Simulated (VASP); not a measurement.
Here is the system:

```xyz
8
Lattice="4.1673 0.0000 0.0000 0.0000 4.1673 0.0000 0.0000 0.0000 4.1673" Properties=species:S:1:pos:R:3 pbc="T T T"
Mg     0.0000     2.0837     2.0837
Mg     2.0837     0.0000     2.0837
Mg     2.0837     2.0837     0.0000
Zn     0.0000     0.0000     0.0000
O      2.0837     0.0000     0.0000
O      0.0000     2.0837     0.0000
O      0.0000     0.0000     2.0837
O      2.0837     2.0837     2.0837
```

The numbers are results of LDA (Ceperley-Alder, Perdew-Zunger), VASP's LDA PAW potentials (set 64) (plane waves; VASP), not measurements. Numerical set-up: 520 eV cut-off, 6×6×6 Γ-centred mesh, tetrahedra with Blöchl corrections, potentials Mg Zn O.

The cores are frozen, which limits the accuracy of field gradients.

Q: Give the principal components of the electric field gradient (V/Å²) and the asymmetry η at each nucleus.

A: 
```json
[
 {"atom": "Mg1", "Vxx": "0.5", "Vyy": "0.5", "Vzz": "-1.1", "η": "0.00"},
 {"atom": "Mg2", "Vxx": "0.5", "Vyy": "0.5", "Vzz": "-1.1", "η": "0.00"},
 {"atom": "Mg3", "Vxx": "0.5", "Vyy": "0.5", "Vzz": "-1.1", "η": "0.00"},
 {"atom": "Zn4", "Vxx": "0.0", "Vyy": "0.0", "Vzz": "0.0", "η": "-"},
 {"atom": "O5", "Vxx": "-19.7", "Vyy": "-19.7", "Vzz": "39.5", "η": "0.00"},
 {"atom": "O6", "Vxx": "-19.7", "Vyy": "-19.7", "Vzz": "39.5", "η": "0.00"},
 {"atom": "O7", "Vxx": "-19.7", "Vyy": "-19.7", "Vzz": "39.5", "η": "0.00"},
 {"atom": "O8", "Vxx": "0.0", "Vyy": "0.0", "Vzz": "0.0", "η": "-"}
]
```

The structure comes from a computed database's Mg3ZnO4 entry (Pm-3m); how it stands against other phases isn't given here. It was relaxed first, which changed the volume by -8 %.
